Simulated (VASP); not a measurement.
Here is a VASP 6.6.1 calculation.

The input INCAR:

```
PREC = Accurate
ENCUT = 520
EDIFF = 1E-6
ISMEAR = 0
SIGMA = 0.1
LREAL = False
LASPH = True
NELM = 100
ALGO = Normal
ISIF = 2
LWAVE = False
LCHARG = False
GGA = CA
NBANDS = 16
```

KPOINTS

```
Automatic mesh
0
Gamma
  18 18 14
```

Contents of POSCAR:

```
WC
1.0
    2.8835687521      0.0000000000      0.0000000000
   -1.4417843760      2.4972437929      0.0000000000
    0.0000000000      0.0000000000      2.8124845903
W C
1 1
Direct
    0.0000000000      0.0000000000      0.0000000000
    0.6666666667      0.3333333333      0.5000000000
```

Potentials or basis: VASP PAW LDA potentials, release 64 (W_sv, C).

The run is started by

```sh
$ cat potpaw_LDA.64/W_sv/POTCAR potpaw_LDA.64/C/POTCAR > POTCAR
$ mpirun -np 1 vasp_std > vasp.out
```

Task: What does it give for the band gap on the k mesh?

Result: None (metal or under the smearing width).

Task: What does it give for the pressure?

Result: 2.7 GPa.

Stress tensor (GPa, compression positive):
```
2.55 0.00 0.00
0.00 2.55 0.00
0.00 0.00 3.06
```

The run has no spin-orbit coupling, so splittings on W are missing.
